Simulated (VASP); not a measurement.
These are LDA (Ceperley-Alder, Perdew-Zunger), VASP's LDA PAW potentials (set 64) (plane waves; VASP 6.6.1) values and carry that method's errors.

The input files of a VASP run:

### INCAR
```
SYSTEM = CuAu
PREC = Accurate; ENCUT = 500; LREAL = .FALSE.
LASPH = .TRUE.
EDIFF = 1E-6; NELM = 100; ALGO = Normal
LMAXMIX = 6
ISMEAR = 1; SIGMA = 0.1
IBRION = 2; NSW = 40; ISIF = 3
EDIFFG = -0.02; PSTRESS = 200
LWAVE = .FALSE.; LCHARG = .FALSE.
```

File KPOINTS:
```
K-points
0
Gamma
  13 13 11
```

### POSCAR
```
CuAu
1.0
  2.7057321387   0.0000000000   0.0000000000
  0.0000000000   2.7057321387   0.0000000000
  0.0000000000   0.0000000000   3.4690188564
Cu Au
1 1
Cartesian
  0.0000000000   0.0000000000   0.0000000000
  1.3528660694   1.3528660694   1.7345094282
```

POTCAR, in this order: Cu Au (LDA.64 set). Program: vasp_std.

Output of the run:

### OSZICAR
```
       N       E                     dE             d eps       ncg     rms          rms(c)
DAV:   1     0.124777877103E+03    0.12478E+03   -0.11390E+04  5398   0.218E+03
DAV:   2    -0.603349041193E+01   -0.13081E+03   -0.12538E+03  5131   0.339E+02
DAV:   3    -0.102317582342E+02   -0.41983E+01   -0.41203E+01  6272   0.704E+01
DAV:   4    -0.102771764385E+02   -0.45418E-01   -0.45409E-01  5775   0.614E+00
DAV:   5    -0.102784835507E+02   -0.13071E-02   -0.13071E-02  7573   0.114E+00    0.157E+01
DAV:   6    -0.949057570339E+01    0.78791E+00   -0.71261E+00  5176   0.837E+01    0.644E+00
DAV:   7    -0.927491747407E+01    0.21566E+00   -0.34073E+00  6239   0.909E+01    0.782E+00
DAV:   8    -0.914564773813E+01    0.12927E+00   -0.46552E-01  6002   0.219E+01    0.315E+00
DAV:   9    -0.913674741691E+01    0.89003E-02   -0.23123E-02  7917   0.315E+00    0.153E-01
DAV:  10    -0.913658757737E+01    0.15984E-03   -0.19294E-03  7032   0.126E+00    0.612E-02
DAV:  11    -0.913657841706E+01    0.91603E-05   -0.12573E-04  7826   0.334E-01    0.484E-02
DAV:  12    -0.913657554981E+01    0.28672E-05   -0.60885E-06  6112   0.570E-02    0.250E-03
DAV:  13    -0.913657554517E+01    0.46452E-08   -0.14514E-07  3248   0.134E-02
   1 F= -.59663098E+01 E0= -.59660858E+01  d E =-.596631E+01
       N       E                     dE             d eps       ncg     rms          rms(c)
DAV:   1    -0.913524724711E+01    0.13283E-02   -0.12878E-02  5701   0.124E+00    0.117E-01
DAV:   2    -0.913501576268E+01    0.23148E-03   -0.55521E-04  7290   0.598E-01    0.578E-02
DAV:   3    -0.913496801028E+01    0.47752E-04   -0.31597E-04  6418   0.677E-01    0.570E-02
DAV:   4    -0.913493436715E+01    0.33643E-04   -0.91950E-05  6291   0.371E-01    0.165E-02
DAV:   5    -0.913493063130E+01    0.37358E-05   -0.10081E-05  7711   0.520E-02    0.420E-03
DAV:   6    -0.913493062632E+01    0.49854E-08   -0.37084E-07  2912   0.184E-02
   2 F= -.59663770E+01 E0= -.59661753E+01  d E =-.672269E-04
```

### OUTCAR
```
------------------------ aborting loop because EDIFF is reached ----------------------------------------
  FORCE on cell =-STRESS in cart. coord.  units (eV):
  Direction    XX          YY          ZZ          XY          YZ          ZX
  --------------------------------------------------------------------------------------
  Total        3.1933384      3.1933384      3.1376991      0.0000000     -0.0000000      0.0000000
  in kB      201.5644200    201.5644200    198.0524503      0.0000000     -0.0000000      0.0000000
  external PRESSURE =       0.3937635 kB  Pullay stress =     200.0000000 kB
  volume of cell :       25.38
      direct lattice vectors                 reciprocal lattice vectors
     2.706763800  0.000000000 -0.000000000     0.369444870  0.000000000  0.000000000
     0.000000000  2.706763800 -0.000000000     0.000000000  0.369444870  0.000000000
    -0.000000000  0.000000000  3.464502918     0.000000000  0.000000000  0.288641697
 POSITION                                       TOTAL-FORCE (eV/Angst)
 -----------------------------------------------------------------------------------
      0.00000      0.00000      0.00000         0.000000      0.000000      0.000000
      1.35338      1.35338      1.73225        -0.000000      0.000000      0.000000
 -----------------------------------------------------------------------------------
    total drift:                               -0.000000      0.000000      0.000000
  FREE ENERGIE OF THE ION-ELECTRON SYSTEM (eV)
  ---------------------------------------------------
  free  energy   TOTEN  =        -9.1349306263 eV

  energy  without entropy=       -9.1343254762  energy(sigma->0) =       -9.13472891
  enthalpy is  TOTEN    =        -5.9663769824 eV   P V=        3.1685536439

 reached required accuracy - stopping structural energy minimisation
```
(Selected blocks of OUTCAR.)

CONTCAR:
```
CuAu
   1.00000000000000
     2.7067638004790626    0.0000000000000000   -0.0000000000000000
     0.0000000000000000    2.7067638004790626   -0.0000000000000000
    -0.0000000000000000    0.0000000000000000    3.4645029181645053
  Cu              Au
     1     1
Direct
     0.0000000000000000    0.0000000000000000    0.0000000000000000
     0.5000000000000000    0.5000000000000000    0.5000000000000000
```

The compound is CuAu in the L1_0 structure. This run relaxes it under an external pressure of 20 GPa. Symmetry was kept, so distortions that lower it aren't found.
